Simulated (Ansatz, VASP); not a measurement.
# Hf (Hafnium) in two plane-wave programs, part 2 of 2

One calculation is typed for both programs; each brings its own data sets. How far apart do they land? The cell is taken from a series of runs on this material, whose earlier steps may have relaxed, scaled, displaced or heated it; both programs get it as it stands.

VASP 6.6.1 and Ansatz 0.2.0.

So far: Starting point; VASP: zone-centre phonons, PBEsol.

### 3. Ansatz: zone-centre phonons, PBEsol

Level of this step: Ansatz beside VASP: Kohn-Sham DFT, plane waves, PBEsol (Ansatz).

Ansatz runs on its PAW soft_1 files.

The same cell, functional, mesh and smearing now go to Ansatz, which takes its cutoff from its data sets.

File input.yaml:

```yaml
crystal:
  lattice:
    - [3.2552347459, 0.0, 0.0]
    - [-1.6276173729, 2.8191159852, 0.0]
    - [0.0, 0.0, 4.8943865866]
  atoms:
    - { symbol: Hf, position: [0.3333333333, 0.6666666667, 0.25] }
    - { symbol: Hf, position: [0.6666666667, 0.3333333333, 0.75] }
kpoints:
  mp_grid: { grid: [15, 15, 8] }
hamiltonian:
  xc: pbesol
  pseudopotentials: { kind: paw, azcp: { folder: soft_1 }, xc_functional: pbe }
scf:
  occupations: { method: methfessel_paxton, width: 0.2 }
output:
  eigenvalues: true
phonons:
  method: dfpt
```

On the command line:

```
$ ansatz run input.yaml --threads 4 --pin off --max-ram 10240MiB --backend cpu --events-out ev --progress --plain --runs-dir out
```

Numbers of over 12 decimals in the logs are rounded to 6 here.

The log of the run:

```text
zone centre: on kpoints.mp_grid the ground state, and the responses unless they are solved on pairs of k-points, stand on 320 of the mesh's 1800 k-points, reduced under 4 symmetry operations, with k and −k counted as one. Each operation leaves every solved displacement unchanged or reverses it
Engine: ansatz 0.2.0, x86_64-unknown-linux-gnu
Pseudopotentials: kind: paw
Pseudopotential: Hf, paw, valence charge 26, recommended cutoff 420 eV (normal), soft_1/Hf.paw.azcp
Functional definition: PBEsol
  exchange = pbesol_x
  correlation = pbesol_c
Crystal: 2 atoms, lattice volume = 44.915 Å³
Basis set: ecut = 420 eV, 893 PW (Γ), exchange–correlation on 48×48×72 points (8 copies of the dense FFT grid, shifted against one another)
Bands: 32, of which v1, the nominal top of the filled ones, is band 26 counted from 1 (25 counted from 0)
Symmetry: 24 space group operations
k-points: 320 of 1800 (irreducible under 4 space group operations, time reversal used)
Non-local potential: Hf, projectors of the file, l = 0: 3, l = 1: 2, l = 2: 2, l = 3: 3
PAW form: soft (Blöchl's): semilocal exchange-correlation on the pseudo side does not see the compensation charge
PAW frozen core: Hf, regenerated for the run's functional, and the local potential with it (the file was generated under x = pbe(κ = 0.804, μ = 0.219515), c = pbe(β = 0.066725))
PAW one-centre angular grid: Hf, 590 points (default); XC on 64 Gauss nodes
Initial density: superposition of atomic densities (chi_scale 0.1, normalization cell)
Initial wavefunctions: pseudopotential atomic-orbital guess
Functional: x = pbesol(κ = 0.804, μ = 0.123457), c = pbesol(β = 0.046)
SCF iter   1: F=—  HF=-31197.817032 eV  |F-HF|=—  |Δ(HF+E_count)|=         —  Δρ=3.57e-2  dr2=7.09e-1  ethr=3.10e-3  ⟨swp⟩=5.1  Hψ=34630  notcnv=0
preconditioner: auto → Kerker (q_TF=auto, 2.796 Å⁻¹)  [metal: Δε(μ)=0.083 eV  Ē_g=16.873 eV  σ=0.200 eV  W_gap=0.34  n_scr=22 (ndim 8)  ℏωp=38.4 eV  f_vac=0.000  D(μ)=1.15/eV (n_scr^D=2)]
SCF iter   2: F=—  HF=-31197.663260 eV  |F-HF|=—  |Δ(HF+E_count)|=   1.54e-1  S|Δr|=    0.00e0  Δρ=2.27e-2  dr2=2.83e-1  ethr=1.36e-3  ⟨swp⟩=3.0  Hψ=19782  notcnv=0  defer=107
SCF iter   3: F=—  HF=-31197.602378 eV  |F-HF|=—  |Δ(HF+E_count)|=   6.09e-2  S|Δr|=    0.00e0  Δρ=9.12e-3  dr2=4.52e-2  ethr=5.44e-4  ⟨swp⟩=2.0  Hψ=16034  notcnv=0  defer=106
SCF iter   4: F=—  HF=-31197.554159 eV  |F-HF|=—  |Δ(HF+E_count)|=   4.82e-2  S|Δr|=    0.00e0  Δρ=3.17e-3  dr2=2.34e-3  ethr=8.70e-5  ⟨swp⟩=2.0  Hψ=18486  notcnv=0  defer=105
SCF iter   5: F=—  HF=-31197.555310 eV  |F-HF|=—  |Δ(HF+E_count)|=   1.15e-3  S|Δr|=    0.00e0  Δρ=7.66e-4  dr2=2.73e-4  ethr=4.49e-6  ⟨swp⟩=2.7  Hψ=18390  notcnv=0  defer=105
SCF iter   6: F=—  HF=-31197.555561 eV  |F-HF|=—  |Δ(HF+E_count)|=   2.52e-4  S|Δr|=    0.00e0  Δρ=1.69e-4  dr2=1.17e-5  ethr=5.25e-7  ⟨swp⟩=2.1  Hψ=18542  notcnv=0  defer=105
SCF iter   7: F=—  HF=-31197.555577 eV  |F-HF|=—  |Δ(HF+E_count)|=   1.54e-5  S|Δr|=    0.00e0  Δρ=3.91e-5  dr2=8.40e-7  ethr=2.25e-8  ⟨swp⟩=2.4  Hψ=18979  notcnv=0  defer=105
SCF iter   8: F=—  HF=-31197.555575 eV  |F-HF|=—  |Δ(HF+E_count)|=   1.26e-6  S|Δr|=    0.00e0  Δρ=8.29e-6  dr2=3.92e-8  ethr=1.62e-9  ⟨swp⟩=2.3  Hψ=15583  notcnv=0  defer=131
SCF iter   9: F=—  HF=-31197.555575 eV  |F-HF|=—  |Δ(HF+E_count)|=   9.75e-9  S|Δr|=    0.00e0  Δρ=1.85e-6  dr2=1.31e-9  ethr=7.54e-11  ⟨swp⟩=2.6  Hψ=18584  notcnv=0  defer=131
SCF iter  10: F=—  HF=-31197.555575 eV  |F-HF|=—  |Δ(HF+E_count)|=  3.64e-12  S|Δr|=    0.00e0  Δρ=2.99e-7  dr2=3.82e-11  ethr=2.51e-12  ⟨swp⟩=2.6  Hψ=17436  notcnv=0  defer=131
SCF iter  11: F=-31197.555575 eV  HF=-31197.555575 eV  |F-HF|=7.28e-12  |Δ(HF+E_count)|=  1.46e-11  S|Δr|=    0.00e0  Δρ=1.15e-7  dr2=2.74e-12  ethr=1.00e-12  ⟨swp⟩=11.0  Hψ=65167  notcnv=0
SCF 1 converged in 11 iterations: F = -31197.555575 eV  dr2 = 2.74e-12
  greatest PAW one-centre occupation: 0.998 electrons in one spin orbital (limit 2), on the Hf atom at site 1 (counted from 0), in its partial waves of l = 0
DFPT response loops at Γ: preconditioner auto → Kerker (q_TF=auto, 2.796 Å⁻¹) (partly filled bands, converged f_vac=0.000); β = 1.00, the filter's whole step (`scf.mixing.beta` (0.50) is not read by the response loops under this deck's `scf.mixing.preconditioner`; to damp them name `kerker` or `kerker_dos`, under which they read `scf.mixing.beta`, and type it under 1.00, their step now; both keys bind the ground state too); Broyden in place of MSR1
SCF converged after 11 iterations
Stability not checked: this state was not tested for a lower state beside it, because cold or Methfessel-Paxton smearing, or corrected tetrahedra, fill the levels in a way that the test cannot read (fill_not_monotonic; see scf.lower_state_search)
Free energy (F): -31197.555575 eV
Harris-Foulkes:  -31197.555575 eV  (|F-HF|=7.28e-12)
Internal energy: -31197.562157 eV  (E = F + TS)
E sigma→0 (E₀):  -31197.557221 eV
Entropy (-TS):   0.006582 eV (3.291 meV/atom)
Fermi energy:    17.958067 eV
--- Per-component energies (eV) ---
  E_band       = -30.833386
  E_kinetic    = 817.806442
  E_local      = -12675.758519  (includes V_loc(G=0)·N_el)
  E_nonlocal   = 129.263681
  E_hartree    = 6163.789801
  E_xc         = -528.776346
  E_vxc        = -508.572196  (∫ρ·V_xc dr)
  E_paw        = -15150.631120  (= ΣΔE_a)
  E_vpaw       = -121.152540  (= ΣTr[D̂ρ^β])
  E_aug_tail   = 0.000195  (compensation charges beyond the density's cutoff)
  E_ewald      = -9955.758404
  E_core_change = 2.502112  (= ΣΔE_core)
  E_smearing   = 0.006582  (= −TS)
  E_closure    = -0.000000  (closes the sum)
  Σ components = -31197.555575   (vs F -31197.555575, Δ=0.00e0)
--- Band table (eV; the first three rows and the last of 320) ---
  k-point 0: bands = [... 22 lower, 10.5507, 14.3263, 18.9599, 18.9599, 19.0157, 19.8368, 19.9121, 19.9121, ... 2 higher]
  k-point 1: bands = [... 22 lower, 10.7062, 14.2706, 18.7539, 18.8212, 18.8212, 19.6937, 19.7508, 19.7508, ... 2 higher]
  k-point 2: bands = [... 22 lower, 11.1558, 14.0274, 18.2874, 18.6445, 18.6445, 19.3049, 19.3883, 19.3883, ... 2 higher]
  k-point 319: bands = [... 22 lower, 15.0065, 15.0065, 17.1625, 17.1625, 17.8964, 17.8964, 20.1007, 20.1007, ... 2 higher]
--- Phonons (Γ-DFPT): 2 representative perturbations + reference, on 320 of 1800 k-points (Σ response iterations 6) ---
  k mesh reduced under 4 symmetry operations, with k and −k counted as one. Each operation leaves every solved displacement unchanged or reverses it
  ASR residual: 4.189e-5 → 0.000e0 eV/Å²; symmetrization residual: 1.593e-9 eV/Å²
  ASR residual per site (eV/Å²): 4.19e-5 4.19e-5
  Γ frequencies (cm⁻¹): 0.00 0.00 0.00 85.10 85.10 123.61
  non-analytic LO–TO correction: not included (Born effective charges unavailable; polar crystals: no LO–TO splitting at Γ)
```

### 4. Comparison

Known differences besides the potentials themselves: the data sets hold 52 valence electrons in Ansatz (on its PAW soft_1 files) and 20 in VASP; the cutoff is 420 eV in Ansatz and 500 eV in VASP; Ansatz makes its cores anew for this functional, VASP keeps those of its PBE data sets. Total energies have different zeros and are not compared.

Both answers:

| quantity | Ansatz | VASP | difference |
| --- | --- | --- | --- |
| optical mode 1 to 2 (cm⁻¹) | 85.1 | 85.3 | -0.23 % |
| optical mode 3 (cm⁻¹) | 123.6 | 121.8 | +1.45 % |

Modes are paired by rising frequency, not by their patterns, so a pair may set unlike modes beside each other; they are those without the splitting of longitudinal modes.

### 5. Summary of results

* r.m.s. difference of the optical zone-centre modes, each program's sorted by frequency (zone-centre phonons, PBEsol): 1.0 cm⁻¹
* difference in optical mode 3 (zone-centre phonons, PBEsol): +1.4 %

**Reading.** The r.m.s. difference of the optical zone-centre modes, each program's sorted by frequency is 1.0 cm⁻¹ (zone-centre phonons, PBEsol). The data sets hold unlike numbers of valence electrons (52 in Ansatz and 20 in VASP), so part of the differences comes from the potentials. Among the rows given in per cent, the largest difference of the zone-centre phonons, PBEsol pair is in optical mode 3, +1.4 %. How closely two codes agree says nothing of how well the functional describes the real material.

[Lines on the potential files, build, host, timing and source positions are cut from VASP's logs without a mark.]

[Logs are printed without paths, hosts, clocks, repeated set-up lines and the standing remarks that a program may print on its own settings, such as how far it seeks lower states.]

[Hosts, paths, dates, database ids (printed as entryN), source tags and the programs' standing remarks are cut or masked in the printed files.]
